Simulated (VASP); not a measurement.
Wanted: the native input for a VASP 6.6.1 run.

```yaml
Task: density of states
Functional: B3LYP
Potentials_or_basis: VASP PAW PBE potentials, release 64 (H, Pb_d, N, O)
Cutoff: 520 eV
k_mesh: 4 × 3 × 3
Occupations: tetrahedron
Spin: no spin polarisation
Grid_for_exact_exchange_PRECFOCK: Fast
Exchange_at_q_=_0: truncated
Further_INCAR_settings: ALGO = Normal; EDIFF = 1e-06; NBANDS = 31
```

HPbNO4:

```xyz
7
Lattice="3.8571 0.0018 -0.0366 0.1735 4.3344 -0.0165 0.7580 0.8387 5.8766" Properties=species:S:1:pos:R:3 pbc="T T T"
H     2.6784    4.0493    1.1289
Pb    3.2640    2.7055    5.3570
N     3.1776    1.4531    2.9117
O     1.3252    2.6900    4.5562
O     2.9731    4.6255    2.8902
O     2.3661    4.0462    0.1903
O     3.3249    2.1006    1.8421
```

The cell was built by a generator and needn't be a form met in nature.

These files were run (other wordings do the same):

POSCAR

```
HPbNO4
1.0
    3.8570700000      0.0017800000     -0.0365800000
    0.1735300000      4.3343600000     -0.0164700000
    0.7580300000      0.8387300000      5.8766200000
H Pb N O
1 1 1 4
Direct
    0.6151100000      0.8955900000      0.1984400000
    0.6459700000      0.4465100000      0.9168500000
    0.7147400000      0.2381000000      0.5005800000
    0.1695800000      0.4700700000      0.7776800000
    0.6291900000      0.9704500000      0.4984500000
    0.5642400000      0.9258300000      0.0384900000
    0.7802200000      0.4225000000      0.3195100000
```

INCAR.step1

```
ALGO = Normal
EDIFF = 1E-5
ENCUT = 520
GGA = PE
ISIF = 2
ISMEAR = -1
LASPH = T
LCHARG = F
LREAL = F
LWAVE = T
NBANDS = 31
NELM = 80
PREC = Accurate
SIGMA = 0.05
```

INCAR.step2

```
AEXX = 0.2
AGGAC = 0.81
AGGAX = 0.72
ALDAC = 0.19
ALGO = Normal
EDIFF = 1E-6
ENCUT = 520
GGA = B3
HFRCUT = -1
ISIF = 2
ISMEAR = -5
ISTART = 1
LASPH = T
LCHARG = F
LHFCALC = T
LORBIT = 11
LREAL = F
LWAVE = F
NBANDS = 31
NEDOS = 1001
NELM = 80
PREC = Accurate
PRECFOCK = Fast
SIGMA = 0.05
```

KPOINTS

```
k-points
0
Gamma
  4 3 3
```

Potentials or basis: VASP PAW PBE potentials, release 64 (H, Pb_d, N, O).

Command:

```bash
$ cat potpaw_PBE.64/H/POTCAR potpaw_PBE.64/Pb_d/POTCAR potpaw_PBE.64/N/POTCAR potpaw_PBE.64/O/POTCAR > POTCAR
$ cp INCAR.step1 INCAR
$ mpirun -np 8 vasp_std > vasp.out
$ cp INCAR.step2 INCAR
$ mpirun -np 8 vasp_std > vasp.out
```

It gave:

* Pressure: -2.5 GPa
* Largest force: 0.441 eV/Å
* Band gap on the k mesh: 1.38 eV, indirect (least direct gap 1.78 eV)
* Valence electrons inside the program's atomic spheres: H 0.71; Pb 11.72; N 3.75; O 4.92, 5.09, 5.08

Caveat: the k mesh is coarse (spacing up to 0.49 Å⁻¹), so the values aren't converged, least of all with exact exchange; the standard files for N, O and F lose accuracy on very short bonds; the PAW data sets were made with another functional, which shifts forces and pressure a little; spin-orbit coupling is left out, which as a rule narrows the gap of such compounds by several tenths of an eV; an odd mesh through Γ misses points on the zone boundary, where band edges often lie.

Run time: 2.8 min on 8 MPI ranks on Intel(R) Xeon(R) Platinum 8488C (Sapphire Rapids), on a shared host, peak memory 0.15 GiB a rank.
